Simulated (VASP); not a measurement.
Given:

```yaml
crystal:
  lattice:
    - [0.00000, 2.41161, 2.41161]
    - [2.41161, 0.00000, 2.41161]
    - [2.41161, 2.41161, 0.00000]
  atoms:
    - { symbol: K, position: [0.00000, 0.00000, 0.00000] }
    - { symbol: F, position: [0.50000, 0.50000, 0.50000] }
```

All values below come from PBEsol GGA, VASP's PBE PAW potentials (set 64) (plane waves; VASP 6.6.1). Numerical set-up: 620 eV cut-off, 9×9×9 Γ-centred mesh, Gaussian smearing of 0.050 eV, potentials K_sv F.

Q: Predict the energy per atom (σ→0), pressure.

A: 
| Quantity | Value |
|---|---|
| energy per atom (σ→0) | -389.2 kJ/mol of atoms |
| pressure | 20.05 GPa |

Total energies compare only between runs with the same potentials, cut-off and functional.

The compound is KF in the rock salt structure. It was relaxed first under an external pressure of 20 GPa.
